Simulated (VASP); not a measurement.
RhTe (relaxed from the rock salt structure, space group Fm-3m): computed properties

These are PBE GGA, VASP's PBE PAW potentials (set 64) (plane waves; VASP) values and carry that method's errors.

space group: Fm-3m (225)
cell: a = b = c = 5.465 Å, α = β = γ = 90.00°
volume per atom: 20.40 Å³/atom
band gap (over mesh and band path): none (metal, semimetal or under 0.01 eV)
density: 9.38 g/cm³

```yaml
crystal:
  lattice:
    - [0.00000, 2.73249, 2.73249]
    - [2.73249, 0.00000, 2.73249]
    - [2.73249, 2.73249, 0.00000]
  atoms:
    - { symbol: Rh, position: [0.00000, 0.00000, 0.00000] }
    - { symbol: Te, position: [0.50000, 0.50000, 0.50000] }
```

Unless said otherwise, spin-orbit coupling is left out, though it shifts the bands of the heavy elements here.

The structure was generated: RhTe was put into the rock salt type (Fm-3m), which need not be its known phase. It was relaxed first, which changed the volume by -26 %. Symmetry was kept, so distortions that lower it aren't found. The electron count is odd and the run is not spin-polarised, which forces a metal.
